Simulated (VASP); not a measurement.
Write the native input for VASP 6.6.1 that does the following.

```yaml
Task: single point
Functional: LDA
Potentials_or_basis: VASP PAW LDA potentials, release 64 (Cd, Br)
Cutoff: 520 eV
k_mesh: 6 × 6 × 6
Occupations: gaussian, width 0.1 eV
Spin: no spin polarisation
Dipole_correction: no
Further_INCAR_settings: ALGO = Fast; EDIFF = 1e-06; NBANDS = 20
```

The structure of CdBr2 lies in POSCAR:

```
CdBr2
1.0
    1.9749999253      1.1402667385      6.2233300000
   -1.9749999253      1.1402667385      6.2233300000
    0.0000000000     -2.2805334771      6.2233300000
Cd Br
1 2
Direct
    0.0000000000      0.0000000000      0.0000000000
    0.2500000000      0.2500000000      0.2500000000
    0.7500000000      0.7500000000      0.7500000000
```

One way to write it, as run:

INCAR

```
SYSTEM = CdBr2
PREC = Accurate ; ENCUT = 520
EDIFF = 1E-6 ; ISMEAR = 0
SIGMA = 0.1 ; LREAL = .False.
LASPH = .True. ; NELM = 60
ALGO = Fast ; ISIF = 2
LWAVE = .False. ; LCHARG = .False.
GGA = CA ; NBANDS = 20
```

KPOINTS

```
Automatic mesh
0
Gamma
  6 6 6
  0 0 0
```

Potentials or basis: VASP PAW LDA potentials, release 64 (Cd, Br).

Run with:

```sh
$ cat potpaw_LDA.64/Cd/POTCAR potpaw_LDA.64/Br/POTCAR > POTCAR
$ mpirun -np 1 vasp_std > vasp.out
```

It gave:

```json
{
  "Pressure": "-1.0 GPa",
  "Largest force": "0.111 eV/Å",
  "Band gap on the k mesh": "2.57 eV, indirect (least direct gap 2.76 eV)"
}
```

Caveat: the cell's inner coordinates are idealised or old, which leaves forces on the atoms.

Wall time 2.2 min on 1 thread of Intel(R) Xeon(R) Platinum 8559C (Emerald Rapids), with other jobs on the host, peak memory 0.28 GiB.
